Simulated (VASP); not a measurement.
Input:

```yaml
crystal:
  lattice:
    - [0.00000, 3.25746, 3.25746]
    - [3.25746, 0.00000, 3.25746]
    - [3.25746, 3.25746, 0.00000]
  atoms:
    - { symbol: Mg, position: [0.25000, 0.25000, 0.25000] }
    - { symbol: Mg, position: [0.75000, 0.75000, 0.75000] }
    - { symbol: Sn, position: [0.00000, 0.00000, 0.00000] }
```

Level of theory: LDA (Ceperley-Alder, Perdew-Zunger), VASP's LDA PAW potentials (set 64) (plane waves; VASP 6.6.1). Settings: 520 eV cut-off, 10×10×10 Γ-centred mesh, first-order Methfessel-Paxton smearing of 0.10 eV, potentials Mg Sn_d.

Unless said otherwise, spin-orbit coupling is left out, though it shifts the bands of the heavy elements here.

Task: What does the run give for the energy per atom (σ→0), pressure, band gap (on the k-mesh) with the smallest direct gap where there is one?

Result: 
```yaml
band gap (on the k-mesh): none (metal, semimetal or under 0.01 eV)
energy per atom (σ→0): -2964 meV/atom
pressure: 3.36 GPa
```

Only differences to runs with the same potentials and settings are physical.

The compound is Mg2Sn in the antifluorite structure. This cell is one point of a volume scan, at 0.94 of the reference volume.
